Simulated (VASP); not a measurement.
An input for Quantum ESPRESSO's pw.x (written as the equivalent of a VASP run, and not itself run):

```
&CONTROL
  calculation = 'scf'
  pseudo_dir = './pseudo'
  outdir = './out'
  tprnfor = .true.
  tstress = .true.
/
&SYSTEM
  ibrav = 0
  nat = 2
  ntyp = 1
  ecutwfc = 72
  occupations = 'smearing'
  smearing = 'gaussian'
  degauss = 0.003675
  input_dft = 'pbe'
/
&ELECTRONS
  conv_thr = 7.3e-08
  electron_maxstep = 100
/
ATOMIC_SPECIES
  Re 186.207 Re.upf
CELL_PARAMETERS angstrom
     1.3800000   -2.3902300    0.0000000
     1.3800000    2.3902300    0.0000000
     0.0000000    0.0000000    4.4600000
ATOMIC_POSITIONS crystal
  Re   0.3333330  0.6666670  0.2500000
  Re   0.6666670  0.3333330  0.7500000
K_POINTS automatic
  1 1 1 0 0 0
```

### Question
Translate this input to VASP (INCAR, KPOINTS, POSCAR, choice of POTCAR).

### Answer
One answer among several that fit: 
**INCAR**
```
GGA=PE
EDIFF=1E-6   ! SCF stop (eV)
ALGO=Normal
SIGMA=0.05
LREAL=F
ISIF=2   ! forces and stress, cell fixed
ENCUT=400   ! plane-wave cut-off (eV)
NELM=100
LMAXMIX=6   ! l cut-off of mixed one-centre charges
LWAVE=F
LASPH=T
PREC=Accurate
LCHARG=F
SYSTEM=Re
ISMEAR=0
```

POSCAR:
```
Re
1
    1.3800000000    -2.3902300000     0.0000000000
    1.3800000000     2.3902300000     0.0000000000
    0.0000000000     0.0000000000     4.4600000000
Re
2
Direct
  0.3333330000   0.6666670000   0.2500000000
  0.6666670000   0.3333330000   0.7500000000
```

**KPOINTS**
```
Automatic
0
Gamma
1 1 1
0 0 0
```

POTCAR, in this order: Re (PBE.64 set). Program: vasp_std.

What does not carry over: the potentials are each code's own (VASP's PAW set, PseudoDojo norm-conserving files in pw.x), so ENCUT and ecutwfc are chosen apart and not converted; conv_thr bounds pw.x's estimated SCF error, while EDIFF bounds the energy change between steps.

The compound is Re in the hcp structure. The cell was not relaxed at this level. The k-mesh is coarse (spacing up to 2.63 per Å, 2π included), so the numbers may not be converged in it.
